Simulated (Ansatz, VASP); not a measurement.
This is a calculation of AlHg for Ansatz 0.2.0. The cell comes from a database or a generator and needn't be the stable form of this composition.

The input input.yaml:

```yaml
crystal:
  lattice:
    - [0.0, 3.06853, 3.06853]
    - [3.06853, 0.0, 3.06853]
    - [3.06853, 3.06853, 0.0]
  atoms:
    - { symbol: Al, position: [0.0, 0.0, 0.0] }
    - { symbol: Hg, position: [0.75, 0.75, 0.75] }
hamiltonian:
  xc: pbesol
  pseudopotentials: { kind: paw }
kpoints:
  mp_grid: { grid: [8, 8, 8] }
scf:
  occupations: { method: fermi_dirac, width: 0.05 }
output:
  forces: true
  stress: true
  eigenvalues: true
relax:
  f_tol: 0.01
  max_steps: 40
  cell: { stress_tol: 0.05 }
```

Potentials or basis: Ansatz PAW.

Command:

```sh
$ ansatz run input.yaml --threads 2 --pin off --max-ram 5632MiB --backend cpu --events-out ev --progress --plain --runs-dir out
```

Q: Set up the same calculation for VASP 6.6.1. Potentials or basis there: PBE PAW files Al, Hg, 600 eV.

A: As run (cutoffs and basis follow the program's own potentials, and thresholds, step limits or extra output files can differ):

INCAR

```
SYSTEM = AlHg
PREC = Accurate
ENCUT = 600
EDIFF = 1E-6
ISMEAR = -1
SIGMA = 0.05
LREAL = .FALSE.
LASPH = .TRUE.
NELM = 100
ALGO = Fast
ISIF = 3
LWAVE = .FALSE.
LCHARG = .FALSE.
GGA = PS
IBRION = 2
NSW = 60
EDIFFG = -0.005
```

The input KPOINTS:

```
Automatic mesh
0
G
  8 8 8
  0 0 0
```

The input POSCAR:

```
AlHg
1.0
    0.0000000000      3.0685300000      3.0685300000
    3.0685300000      0.0000000000      3.0685300000
    3.0685300000      3.0685300000      0.0000000000
Al Hg
1 1
Direct
    0.0000000000      0.0000000000      0.0000000000
    0.7500000000      0.7500000000      0.7500000000
```

Potentials or basis: VASP PAW PBE potentials, release 64 (Al, Hg).

Command:

```sh
$ cat potpaw_PBE.64/Al/POTCAR potpaw_PBE.64/Hg/POTCAR > POTCAR
$ mpirun -np 1 vasp_std > vasp.out
```

Both were run:

|  | Ansatz | VASP |
| --- | --- | --- |
| Relaxed volume | 27.25 Å³/atom | 27.35 Å³/atom |
| Relaxed cell | a = 4.256 Å, b = 4.256 Å, c = 4.256 Å, α = 60.00°, β = 60.00°, γ = 60.00° | a = 4.261 Å, b = 4.261 Å, c = 4.261 Å, α = 60.00°, β = 60.00°, γ = 60.00° |
| Space group after relaxing | F-43m (No. 216) | F-43m (No. 216) |
| Pressure after relaxing | 0.0 GPa | 0.0 GPa |

Ansatz's pressure holds a Pulay term of +0.03 GPa for its cutoff of 420 eV, which the other run lacks.

The potentials hold 23 and 15 valence electrons a cell.

Ansatz's potentials were made for PBE. VASP's potentials were made for PBE.

Where Ansatz's input types no cutoff or centring, it takes its own default and a Γ-centred mesh.

Pressure is positive in compression.
